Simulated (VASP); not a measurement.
Consider the following.

```xyz
6
Lattice="5.9722 0.0000 0.0000 0.0000 6.7650 0.0000 0.0000 0.0000 3.4689" Properties=species:S:1:pos:R:3 pbc="T T T"
W      5.9722     6.7650     0.0000
W      2.9861     3.3825     1.7344
Te     1.1679     2.3914     0.0000
Te     4.1541     0.9911     1.7344
Te     1.8182     5.7738     1.7344
Te     4.8043     4.3736     3.4689
```

All values below come from PBEsol GGA, VASP's PBE PAW potentials (set 64) (plane waves; VASP). Run with 400 eV cut-off, Gaussian smearing of 0.050 eV, potentials W_sv Te.

Problem. Give the energies of bands 17 to 30 at the high-symmetry points, in eV from the Fermi level.

Solution. 
| band | Γ | X | S | Y | Z | U | R | T |
|---|---|---|---|---|---|---|---|---|
| 17 | -3.94 | -3.71 | -2.86 | -3.84 | -4.30 | -4.74 | -3.86 | -4.25 |
| 18 | -3.67 | -3.71 | -2.86 | -3.84 | -4.30 | -4.74 | -3.86 | -4.25 |
| 19 | -2.46 | -2.55 | -2.67 | -2.34 | -4.01 | -4.21 | -3.84 | -3.81 |
| 20 | -2.34 | -2.55 | -2.67 | -2.34 | -4.01 | -4.21 | -3.84 | -3.81 |
| 21 | -1.99 | -1.44 | -2.39 | -1.67 | -3.71 | -3.30 | -2.46 | -2.41 |
| 22 | -1.29 | -1.44 | -2.39 | -1.67 | -3.71 | -3.30 | -2.46 | -2.41 |
| 23 | -1.05 | -1.36 | -1.77 | -1.07 | -1.93 | -1.09 | -1.70 | -2.33 |
| 24 | -0.59 | -1.36 | -1.77 | -1.07 | -1.93 | -1.09 | -1.70 | -2.33 |
| 25 | 0.01 | -0.76 | 0.09 | -0.79 | -0.36 | -0.32 | -0.58 | -1.45 |
| 26 | 0.12 | -0.76 | 0.09 | -0.79 | -0.36 | -0.32 | -0.58 | -1.45 |
| 27 | 0.38 | 1.59 | 0.48 | 1.33 | 1.75 | 0.46 | 0.78 | 1.31 |
| 28 | 0.69 | 1.59 | 0.48 | 1.33 | 1.76 | 0.46 | 0.78 | 1.31 |
| 29 | 0.81 | 1.67 | 1.67 | 1.43 | 1.77 | 1.83 | 1.82 | 1.90 |
| 30 | 1.09 | 1.67 | 1.67 | 1.43 | 1.86 | 1.83 | 1.82 | 1.90 |

It has no gap at this level: it comes out as a metal or semimetal.

The structure was generated: Te2W was put into the marcasite type (Pnnm), which need not be its known phase. It was relaxed first, which changed the volume by -24 %.
